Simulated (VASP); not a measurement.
An input for Quantum ESPRESSO's pw.x (written as the equivalent of a VASP run, and not itself run):

```
&CONTROL
  calculation = 'scf'
  pseudo_dir = './pseudo'
  outdir = './out'
  tprnfor = .true.
  tstress = .true.
/
&SYSTEM
  ibrav = 0
  nat = 3
  ntyp = 2
  ecutwfc = 84
  occupations = 'smearing'
  smearing = 'gaussian'
  degauss = 0.003675
  input_dft = 'pbe'
/
&ELECTRONS
  conv_thr = 7.3e-08
  electron_maxstep = 100
/
ATOMIC_SPECIES
  Ba 137.327 Ba.upf
  F 18.998 F.upf
CELL_PARAMETERS angstrom
     0.0000000    3.0367420    3.0807170
     3.1050970    0.0000000    3.0807170
     3.1050970    3.0367420    0.0000000
ATOMIC_POSITIONS crystal
  Ba   0.0000000  0.0000000  0.0000000
  F    0.2500000  0.2500000  0.2500000
  F    0.7458980  0.7541020  0.7541020
K_POINTS automatic
  6 6 6 0 0 0
```

Question: Write the VASP files for the same calculation (PBE).

Answer: This is not unique; one that fits is 
**INCAR**
```
# general
SYSTEM   =  BaF2
PREC     =  Accurate
ENCUT    =  520
LREAL    =  .FALSE.
LASPH    =  .TRUE.

# electronic loop
EDIFF    =  1E-6
NELM     =  100
ALGO     =  Normal
IMIX     =  1
AMIX     =  0.05
BMIX     =  1.0
LMAXMIX  =  4

# smearing
ISMEAR   =  0
SIGMA    =  0.05

# functional
GGA      =  PE

# ions
ISIF     =  2

# output
LWAVE    =  .FALSE.
LCHARG   =  .FALSE.
```

File KPOINTS:
```
Automatic mesh
0
Gamma
6 6 6
0 0 0
```

**POSCAR**
```
BaF2
1
    0.0000000000     3.0367420000     3.0807170000
    3.1050970000     0.0000000000     3.0807170000
    3.1050970000     3.0367420000     0.0000000000
Ba F
1 2
Direct
  0.0000000000   0.0000000000   0.0000000000
  0.2500000000   0.2500000000   0.2500000000
  0.7458980000   0.7541020000   0.7541020000
```

POTCAR, in this order: Ba_sv F (PBE.64 set). Program: vasp_std.

Limits of the translation: the potentials are each code's own (VASP's PAW set, PseudoDojo norm-conserving files in pw.x), so ENCUT and ecutwfc are chosen apart and not converted; conv_thr bounds pw.x's estimated SCF error, while EDIFF bounds the energy change between steps.

The compound is BaF2 in the fluorite structure. The cell was not relaxed at this level, atoms are displaced from their ideal sites. The run is one of a series of settings (AMIX = 0.05, BMIX = 1.0, IMIX = 1 against the base run), some of them coarse on purpose.
